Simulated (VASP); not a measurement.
Level of theory: LDA (Ceperley-Alder, Perdew-Zunger), VASP's LDA PAW potentials (set 64) (plane waves; VASP).

The input files of a VASP run:

POSCAR:
```
Os
1
    1.3209794738    -2.2880030865     0.0000000000
    1.3209794738     2.2880030865    -0.0000000000
    0.0000000000     0.0000000000     4.1856270808
Os
2
Direct
  0.3333330000   0.6666670000   0.2500000000
  0.6666670000   0.3333330000   0.7500000000
```

### INCAR
```
ALGO=Normal
EDIFF=1E-6
EDIFFG=-0.02
ENCUT=500
IBRION=2
ISIF=3
ISMEAR=1
LASPH=.TRUE.
LCHARG=.FALSE.
LMAXMIX=6
LREAL=.FALSE.
LWAVE=.FALSE.
NELM=100
NSW=40
PREC=Accurate
PSTRESS=450
SIGMA=0.1
SYSTEM=Os
```

**KPOINTS**
```
Automatic mesh
0
Gamma
16 16 9
0 0 0
```

POTCAR, in this order: Os (LDA.64 set). Program: vasp_std.

The resulting files:

### OSZICAR
```
       N       E                     dE             d eps       ncg     rms          rms(c)
DAV:   1     0.101237794950E+03    0.10124E+03   -0.76300E+03  3600   0.125E+03
DAV:   2    -0.200790313959E+02   -0.12132E+03   -0.10918E+03  3920   0.395E+02
DAV:   3    -0.263840519320E+02   -0.63050E+01   -0.58865E+01  4224   0.774E+01
DAV:   4    -0.265105554058E+02   -0.12650E+00   -0.12537E+00  3864   0.104E+01
DAV:   5    -0.265117384144E+02   -0.11830E-02   -0.11828E-02  4192   0.825E-01    0.405E+01
DAV:   6    -0.254040134288E+02    0.11077E+01   -0.98154E-01  3848   0.936E+00    0.197E+01
DAV:   7    -0.250398083109E+02    0.36421E+00   -0.77890E-01  3980   0.811E+00    0.971E-01
DAV:   8    -0.250315336496E+02    0.82747E-02   -0.97663E-03  3640   0.876E-01    0.345E-01
DAV:   9    -0.250303104218E+02    0.12232E-02   -0.17244E-03  3936   0.463E-01    0.546E-02
DAV:  10    -0.250303179434E+02   -0.75216E-05   -0.21095E-05  4048   0.380E-02    0.111E-02
DAV:  11    -0.250303116094E+02    0.63339E-05   -0.18870E-06  2556   0.193E-02    0.264E-03
DAV:  12    -0.250303115781E+02    0.31388E-07   -0.16960E-07  1880   0.393E-03
   1 F= -.17923985E+02 E0= -.17924008E+02  d E =-.179240E+02
```

OUTCAR:
```
------------------------ aborting loop because EDIFF is reached ----------------------------------------
  FORCE on cell =-STRESS in cart. coord.  units (eV):
  Direction    XX          YY          ZZ          XY          YZ          ZX
  --------------------------------------------------------------------------------------
  Total        7.1185465      7.1185435      7.1178025      0.0000000     -0.0000000      0.0000000
  in kB      450.7738380    450.7736497    450.7267301      0.0000000     -0.0000000      0.0000000
  external PRESSURE =       0.7580726 kB  Pullay stress =     450.0000000 kB
  volume of cell :       25.30
      direct lattice vectors                 reciprocal lattice vectors
     1.320979474 -2.288003086  0.000000000     0.378507017 -0.218531174  0.000000000
     1.320979474  2.288003086  0.000000000     0.378507017  0.218531174  0.000000000
     0.000000000  0.000000000  4.185627081     0.000000000  0.000000000  0.238912827
 POSITION                                       TOTAL-FORCE (eV/Angst)
 -----------------------------------------------------------------------------------
      1.32098      0.76267      1.04641        -0.000000      0.000000      0.000000
      1.32098     -0.76267      3.13922         0.000000     -0.000000      0.000000
 -----------------------------------------------------------------------------------
    total drift:                               -0.000000      0.000013     -0.000019
  FREE ENERGIE OF THE ION-ELECTRON SYSTEM (eV)
  ---------------------------------------------------
  free  energy   TOTEN  =       -25.0303115781 eV

  energy  without entropy=      -25.0303786807  energy(sigma->0) =      -25.03033395
  enthalpy is  TOTEN    =       -17.9239854499 eV   P V=        7.1063261281

 reached required accuracy - stopping structural energy minimisation
```
(Selected blocks of OUTCAR.)

The compound is Os in the hcp structure. It was relaxed first under an external pressure of 45 GPa.
